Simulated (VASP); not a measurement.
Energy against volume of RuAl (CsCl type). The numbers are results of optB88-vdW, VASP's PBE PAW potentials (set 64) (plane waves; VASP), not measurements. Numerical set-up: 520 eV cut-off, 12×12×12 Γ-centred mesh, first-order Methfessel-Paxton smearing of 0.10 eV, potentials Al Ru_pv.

| V (Å³/atom) | E (eV/atom) |
|---|---|
| 12.716 | -4.74210 |
| 13.121 | -4.76824 |
| 13.527 | -4.77610 |
| 13.933 | -4.76846 |

Q: Fit these four points and predict the energy of the run at 14.339 Å³/atom.

A: A cubic in V^(−2/3), the third-order Birch-Murnaghan form, passes through the four points with V0 = 13.52 Å³/atom and B0 = 204 GPa, and gives -4.7477 eV/atom there. The run gave -4.7477 eV/atom, +0.1 meV/atom from the fit; all five points give B0 = 204 GPa.

The compound is RuAl in the CsCl type structure. It was relaxed first.
